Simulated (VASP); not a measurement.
```
TiC
1.0
    0.00000     2.16711     2.16711
    2.16711     0.00000     2.16711
    2.16711     2.16711     0.00000
Ti C
1 1
Direct
  0.00000   0.00000   0.00000
  0.50000   0.50000   0.50000
```

All values below come from PBE GGA, VASP's PBE PAW potentials (set 64) (plane waves; VASP). Settings: 520 eV cut-off, Gaussian smearing of 0.050 eV, potentials Ti_sv C.

Give the energies of bands 6 to 11 at the high-symmetry points, in eV from the Fermi level.

| band | Γ | X | U | L | W |
|---|---|---|---|---|---|
| 6 | 0.67 | -3.46 | -3.49 | -5.85 | -3.16 |
| 7 | 0.67 | -1.64 | -3.37 | -2.91 | -3.16 |
| 8 | 0.67 | -0.06 | -1.75 | -2.91 | -2.73 |
| 9 | 1.65 | -0.06 | 1.43 | 2.88 | 2.76 |
| 10 | 1.65 | 2.67 | 3.10 | 2.88 | 2.76 |
| 11 | 1.65 | 3.48 | 3.78 | 4.06 | 3.48 |

It has no gap at this level: it comes out as a metal or semimetal.

The compound is TiC in the rock salt structure. It was relaxed first.
